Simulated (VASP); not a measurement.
Output of a VASP run:

**OUTCAR**
```
 ion  position               nearest neighbor table
   1  0.000  0.000  0.000-
  LATTYP: Found a body centered cubic cell.
 ALAT       =     5.0263346826
 Subroutine PRICEL returns:
 Original cell was already a primitive cell.
 Subroutine GETGRP returns: Found 48 space group operations
The static configuration has the point symmetry O_h .
The dynamic configuration has the point symmetry O_h .
 Subroutine INISYM returns: Found 48 space group operations
 Subroutine IBZKPT returns following result:
 Found     47 irreducible k-points:

 Following reciprocal coordinates:
            Coordinates               Weight
  0.000000  0.000000  0.000000      1.000000
  0.100000  0.000000  0.000000     12.000000
  0.200000  0.000000  0.000000     12.000000
  0.300000  0.000000  0.000000     12.000000
  0.400000  0.000000  0.000000     12.000000
  0.500000  0.000000  0.000000      6.000000
  0.100000  0.100000  0.000000     24.000000
  0.200000  0.100000 -0.000000     48.000000
  0.300000  0.100000  0.000000     48.000000
  0.400000  0.100000  0.000000     48.000000
  0.200000  0.200000  0.000000     24.000000
  0.300000  0.200000  0.000000     48.000000
  0.400000  0.200000  0.000000     24.000000
  0.300000  0.300000  0.000000     24.000000
  0.100000  0.100000  0.100000      8.000000
  0.200000  0.100000  0.100000     24.000000
  0.300000  0.100000  0.100000     24.000000
  0.400000  0.100000  0.100000     12.000000
 -0.100000  0.100000  0.100000      6.000000
  0.200000  0.200000  0.100000     24.000000
  0.300000  0.200000  0.100000     48.000000
 -0.200000  0.200000  0.100000     24.000000
  0.300000  0.300000  0.100000      8.000000
 -0.300000  0.300000  0.100000     24.000000
 -0.200000  0.300000  0.100000     24.000000
 -0.400000  0.400000  0.100000     24.000000
 -0.300000  0.400000  0.100000     48.000000
  0.500000  0.500000  0.100000     12.000000
 -0.400000  0.500000  0.100000     48.000000
 -0.300000  0.500000  0.100000     24.000000
 -0.400000 -0.400000  0.100000     24.000000
  0.200000  0.200000  0.200000      8.000000
  0.300000  0.200000  0.200000     12.000000
 -0.200000  0.200000  0.200000      6.000000
 -0.300000  0.300000  0.200000     24.000000
 -0.400000  0.400000  0.200000     24.000000
 -0.300000  0.400000  0.200000     24.000000
  0.500000  0.500000  0.200000     12.000000
 -0.400000  0.500000  0.200000     48.000000
 -0.400000 -0.400000  0.200000      8.000000
   k-points           NKPTS =     47   k-points in BZ     NKDIM =     47   number of bands    NBANDS=      9
   number of dos      NEDOS =    301   number of ions     NIONS =      1
   total plane-waves  NPLWV =  32768
   dimension x,y,z NGX =    32 NGY =   32 NGZ =   32
   dimension x,y,z NGXF=    64 NGYF=   64 NGZF=   64
   ions per type =               1
   PREC   = accura    normal or accurate (medium, high low for compatibility)
   ISTART =      0    job   : 0-new  1-cont  2-samecut
   ICHARG =      2    charge: 1-file 2-atom 10-const
   ISPIN  =      1    spin polarized calculation?
   LNONCOLLINEAR =      F non collinear calculations
   LSORBIT =      F    spin-orbit coupling
   INIWAV =      1    electr: 0-lowe 1-rand  2-diag
   ENCUT  =  480.0 eV  35.28 Ry    5.94 a.u.   7.78  7.78  7.78*2*pi/ulx,y,z
   NELM   =    100;   NELMIN=  2; NELMDL= -5     # of ELM steps
   EDIFF  = 0.1E-06   stopping-criterion for ELM
   LREAL  =      F    real-space projection
   NLSPLINE    = F    spline interpolate recip. space projectors
   LMAXMIX     =    4 max onsite mixed and CHGCAR
   VOSKOWN=      0    Vosko Wilk Nusair interpolation
   EDIFFG = -.1E-01   stopping-criterion for IOM
   NSW    =     40    number of steps for IOM
   NBLOCK =      1;   KBLOCK =     40    inner block; outer block
   IBRION =      2    ionic relax: 0-MD 1-quasi-New 2-CG
   NFREE  =      1    steps in history (QN), initial steepest desc. (CG)
...
```

File OSZICAR:
```
...
       N       E                     dE             d eps       ncg     rms          rms(c)
DAV:   1    -0.102669365329E+01    0.32935E-01   -0.51066E-01   856   0.587E+00    0.721E-01
DAV:   2    -0.101260467217E+01    0.14089E-01   -0.26473E-02   861   0.153E+00    0.292E-01
DAV:   3    -0.100894603737E+01    0.36586E-02   -0.19532E-02  1148   0.991E-01    0.114E-01
DAV:   4    -0.100907564552E+01   -0.12961E-03   -0.18890E-04   866   0.129E-01    0.674E-02
DAV:   5    -0.100923938851E+01   -0.16374E-03   -0.13852E-04  1208   0.788E-02    0.144E-02
DAV:   6    -0.100924327467E+01   -0.38862E-05   -0.13399E-06  1015   0.111E-02    0.102E-02
DAV:   7    -0.100924658452E+01   -0.33098E-05   -0.26683E-06   942   0.220E-02    0.101E-03
DAV:   8    -0.100924662702E+01   -0.42501E-07   -0.43866E-08   479   0.287E-03
   4 F= 0.20906525E+01 E0= 0.20905654E+01  d E =-.194732E+01
       N       E                     dE             d eps       ncg     rms          rms(c)
DAV:   1    -0.977046333187E+00    0.32200E-01   -0.37908E-01   855   0.506E+00    0.619E-01
DAV:   2    -0.966678334467E+00    0.10368E-01   -0.19652E-02   859   0.132E+00    0.249E-01
DAV:   3    -0.964001243088E+00    0.26771E-02   -0.14352E-02  1147   0.850E-01    0.995E-02
DAV:   4    -0.964100701239E+00   -0.99458E-04   -0.13769E-04   865   0.110E-01    0.587E-02
DAV:   5    -0.964225466833E+00   -0.12477E-03   -0.10550E-04  1209   0.692E-02    0.122E-02
DAV:   6    -0.964228378874E+00   -0.29120E-05   -0.98540E-07   961   0.969E-03    0.859E-03
DAV:   7    -0.964230942689E+00   -0.25638E-05   -0.19327E-06   956   0.189E-02    0.852E-04
DAV:   8    -0.964230964888E+00   -0.22198E-07   -0.30763E-08   429   0.239E-03
   5 F= 0.20908061E+01 E0= 0.20906064E+01  d E =-.194716E+01
       N       E                     dE             d eps       ncg     rms          rms(c)
DAV:   1    -0.101019284029E+01   -0.45962E-01   -0.25582E-01   856   0.414E+00    0.506E-01
DAV:   2    -0.100325784958E+01    0.69350E-02   -0.13682E-02   868   0.110E+00    0.205E-01
DAV:   3    -0.100142110625E+01    0.18367E-02   -0.99040E-03  1147   0.707E-01    0.821E-02
DAV:   4    -0.100147205225E+01   -0.50946E-04   -0.93153E-05   866   0.922E-02    0.509E-02
DAV:   5    -0.100153845911E+01   -0.66407E-04   -0.68162E-05  1208   0.556E-02    0.971E-03
DAV:   6    -0.100153907250E+01   -0.61339E-06   -0.75691E-07  1033   0.789E-03    0.658E-03
DAV:   7    -0.100153840647E+01    0.66604E-06   -0.11878E-06   922   0.147E-02    0.725E-04
DAV:   8    -0.100153845184E+01   -0.45369E-07   -0.17900E-08   427   0.179E-03
   6 F= 0.20905181E+01 E0= 0.20904020E+01  d E =-.288051E-03
       N       E                     dE             d eps       ncg     rms          rms(c)
DAV:   1    -0.990754502835E+00    0.10784E-01   -0.25707E-02   856   0.132E+00    0.160E-01
DAV:   2    -0.990050419528E+00    0.70408E-03   -0.13517E-03   868   0.350E-01    0.649E-02
DAV:   3    -0.989866680816E+00    0.18374E-03   -0.98332E-04  1147   0.223E-01    0.258E-02
DAV:   4    -0.989874457229E+00   -0.77764E-05   -0.93480E-06   866   0.292E-02    0.156E-02
DAV:   5    -0.989886087189E+00   -0.11630E-04   -0.69852E-06  1208   0.178E-02    0.310E-03
DAV:   6    -0.989886456814E+00   -0.36963E-06   -0.59502E-08   494   0.246E-03    0.212E-03
DAV:   7    -0.989886893675E+00   -0.43686E-06   -0.12343E-07   490   0.475E-03    0.244E-04
DAV:   8    -0.989886910358E+00   -0.16683E-07   -0.95290E-09   426   0.115E-03
   7 F= 0.20904406E+01 E0= 0.20902880E+01  d E =-.365524E-03
```

### OUTCAR
```
------------------------ aborting loop because EDIFF is reached ----------------------------------------
  FORCE on cell =-STRESS in cart. coord.  units (eV):
  Direction    XX          YY          ZZ          XY          YZ          ZX
  --------------------------------------------------------------------------------------
  Total        3.0795450      3.0795450      3.0795450     -0.0000000     -0.0000000      0.0000000
  in kB      149.9618917    149.9618917    149.9618917     -0.0000000     -0.0000000      0.0000000
  external PRESSURE =      -0.0381083 kB  Pullay stress =     150.0000000 kB
  volume of cell :       32.90
      direct lattice vectors                 reciprocal lattice vectors
    -2.018608401  2.018608401  2.018608401     0.000000000  0.247695392  0.247695392
     2.018608401 -2.018608401  2.018608401     0.247695392  0.000000000  0.247695392
     2.018608401  2.018608401 -2.018608401     0.247695392  0.247695392  0.000000000
 POSITION                                       TOTAL-FORCE (eV/Angst)
 -----------------------------------------------------------------------------------
      0.00000     -0.00000      0.00000         0.000000     -0.000000      0.000000
 -----------------------------------------------------------------------------------
    total drift:                               -0.000000     -0.000000      0.000000
  FREE ENERGIE OF THE ION-ELECTRON SYSTEM (eV)
  ---------------------------------------------------
  free  energy   TOTEN  =        -0.9898869104 eV

  energy  without entropy=       -0.9903447732  energy(sigma->0) =       -0.99003953
  enthalpy is  TOTEN    =         2.0904406173 eV   P V=        3.0803275277

 reached required accuracy - stopping structural energy minimisation
```
(Selected blocks of OUTCAR.)

### POSCAR
```
Ba
1
   -2.5131673413     2.5131673413     2.5131673413
    2.5131673413    -2.5131673413     2.5131673413
    2.5131673413     2.5131673413    -2.5131673413
Ba
1
Direct
  0.0000000000   0.0000000000   0.0000000000
```

**Question.** Write an INCAR and KPOINTS that could have produced this output.

**Answer.** One answer among several that fit: the input of the run itself, PBE GGA, plane waves, VASP's PBE PAW potentials (set 64).

### KPOINTS
```
Regular mesh
0
gamma
  10 10 10
0 0 0
```

**INCAR**
```
SYSTEM = Ba
PREC = Accurate; ENCUT = 480; LREAL = .FALSE.
LASPH = .TRUE.
EDIFF = 1E-7; NELM = 100; ALGO = Normal
LMAXMIX = 4
ISMEAR = 1; SIGMA = 0.1
GGA = PE
IBRION = 2; NSW = 40; ISIF = 3
EDIFFG = -0.01; PSTRESS = 150
LWAVE = .FALSE.; LCHARG = .FALSE.
```

POTCAR, in this order: Ba_sv (PBE.64 set). Program: vasp_std.

Energy and stress use the plane-wave basis of the starting cell.

The compound is Ba in the bcc structure. This run relaxes it under an external pressure of 15 GPa. Symmetry was kept, so distortions that lower it aren't found.
